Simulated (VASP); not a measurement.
A VASP calculation is set up with these files.

File POSCAR:
```
SnSe2
1
    3.8037471958    -0.0000000000    -0.0000000000
   -1.9018735979     3.2941419116     0.0000000000
    0.0000000000    -0.0000000000     5.9794542751
Sn Se
1 2
Direct
  1.0000000000   0.0000000000   1.0000000000
  0.3333330000   0.6666670000   0.2627981469
  0.6666670000   0.3333330000   0.7372018531
```

**INCAR**
```
EDIFF  =  1E-6   ! SCF stop (eV)
LCHARG  =  .FALSE.
ISIF  =  3   ! ions, shape and volume
SIGMA  =  0.05
LWAVE  =  .FALSE.
NELM  =  100
EDIFFG  =  -0.02   ! ionic stop
ENCUT  =  480
ISMEAR  =  0
ALGO  =  Normal
NSW  =  60
LREAL  =  .FALSE.   ! projection in real space or not
PREC  =  Accurate
IBRION  =  2   ! conjugate gradients
SYSTEM  =  SnSe2
LASPH  =  .TRUE.
LMAXMIX  =  4   ! l cut-off of mixed one-centre charges
```

**KPOINTS**
```
Automatic mesh
0
Gamma
6 6 4
0 0 0
```

POTCAR, in this order: Sn_d Se (LDA.64 set). Program: vasp_std.

Task: Write an equivalent input for Quantum ESPRESSO's pw.x.

Result: One equivalent input (not run):
```
&CONTROL
  calculation = 'vc-relax'
  pseudo_dir = './pseudo'
  outdir = './out'
  tprnfor = .true.
  tstress = .true.
  nstep = 60
  forc_conv_thr = 0.00078
/
&SYSTEM
  ibrav = 0
  nat = 3
  ntyp = 2
  ecutwfc = 86
  occupations = 'smearing'
  smearing = 'gaussian'
  degauss = 0.003675
  input_dft = 'pz'
/
&ELECTRONS
  conv_thr = 7.3e-08
  electron_maxstep = 100
/
&IONS
/
&CELL
/
ATOMIC_SPECIES
  Sn 118.710 Sn.upf
  Se 78.971 Se.upf
CELL_PARAMETERS angstrom
     3.8037472   -0.0000000   -0.0000000
    -1.9018736    3.2941419    0.0000000
     0.0000000   -0.0000000    5.9794543
ATOMIC_POSITIONS crystal
  Sn   1.0000000  0.0000000  1.0000000
  Se   0.3333330  0.6666670  0.2627981
  Se   0.6666670  0.3333330  0.7372019
K_POINTS automatic
  6 6 4 0 0 0
```
What does not carry over: the potentials are each code's own (VASP's PAW set, PseudoDojo norm-conserving files in pw.x), so ENCUT and ecutwfc are chosen apart and not converted; conv_thr bounds pw.x's estimated SCF error, while EDIFF bounds the energy change between steps; forc_conv_thr acts on force components and is met together with etot_conv_thr.

The compound is SnSe2 in the 1T layered structure. This run relaxes it. Symmetry was kept, so distortions that lower it aren't found. The start is the result of an earlier pass.
